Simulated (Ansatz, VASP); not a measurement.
Si in VASP and in Ansatz

```xyz
2
Lattice="2.6504 0.0000 0.0000 -1.3252 2.2953 0.0000 0.0000 0.0000 4.5424" Properties=species:S:1:pos:R:3 pbc="T T T"
Si    0.0000    1.5302    1.1356
Si    1.3252    0.7651    3.4068
```

Alike in both runs: functional LDA; k mesh 18 × 18 × 10; occupations gaussian, width 0.1 eV; no spin polarisation.

Ansatz relaxed the structure, and its values are those at the end. VASP's run is a single point on that final structure, the one shown.

|  | VASP | Ansatz |
| --- | --- | --- |
| version | VASP 6.6.1 | Ansatz 0.2.0 |
| potentials or method | VASP PAW LDA potentials, release 64 (Si) | scalar-relativistic, plane waves, PAW |
| plane-wave cutoff (eV) | 520 | 420 |
| valence electrons in the cell | 8 | 8 |

```tsv
	VASP	Ansatz	Ansatz less VASP
gap on the k mesh at the Fermi level (eV)	none	none	-
pressure (GPa)	0.1	0.0	-0.06
```

A gap of «none» marks a metal or a gap that the smearing closes.
